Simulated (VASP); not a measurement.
Data:

```yaml
crystal:
  lattice:
    - [2.78371, 0.00000, 0.00000]
    - [0.00000, 2.78371, 0.00000]
    - [0.00000, 0.00000, 2.78371]
  atoms:
    - { symbol: Al, position: [0.50000, 0.50000, 0.50000] }
    - { symbol: Fe, position: [0.00000, 0.00000, 0.00000] }
```

Method: PBE GGA with D4 dispersion, VASP's PBE PAW potentials (set 64) (plane waves; VASP). Settings: 520 eV cut-off, 13×13×13 Γ-centred mesh, first-order Methfessel-Paxton smearing of 0.10 eV, potentials Al Fe.

Question: What does the run give for the energy per atom (σ→0), pressure, band gap (on the k-mesh) with the smallest direct gap where there is one?

Answer: 
| Item | Value |
|---|---|
| band gap (on the k-mesh) | none (metal, semimetal or under 0.01 eV) |
| energy per atom (σ→0) | -6.687 eV/atom |
| pressure | 13.64 GPa |

Only differences to runs with the same potentials and settings are physical.

The compound is FeAl in the CsCl type structure. This cell is one point of a volume scan, at 0.94 of the reference volume. The run is not spin-polarised, so no magnetic state was tried. The electron count is odd and the run is not spin-polarised, which forces a metal.
